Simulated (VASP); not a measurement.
Here is the system:

```yaml
crystal:
  lattice:
    - [0.00000, 3.10612, 3.10612]
    - [3.10612, 0.00000, 3.10612]
    - [3.10612, 3.10612, 0.00000]
  atoms:
    - { symbol: Ga, position: [0.00000, 0.00000, 0.00000] }
    - { symbol: Sb, position: [0.25000, 0.25000, 0.25000] }
```

These are PBE GGA, VASP's PBE PAW potentials (set 64) (plane waves; VASP) values and carry that method's errors. Settings: 400 eV cut-off, 9×9×9 Γ-centred mesh, first-order Methfessel-Paxton smearing of 0.10 eV, potentials Ga_d Sb.

Unless said otherwise, spin-orbit coupling is left out, though it shifts the bands of the heavy elements here.

### Question
What does the run give for the energy per atom (σ→0), band gap (on the k-mesh) with the smallest direct gap where there is one?

### Answer

```yaml
band gap (on the k-mesh): none (metal, semimetal or under 0.01 eV)
energy per atom (σ→0): -3.684 eV/atom
```

Only differences to runs with the same potentials and settings are physical.

The compound is GaSb in the zinc blende structure. It was relaxed first, which changed the volume by +6 %. The start is the result of an earlier pass.
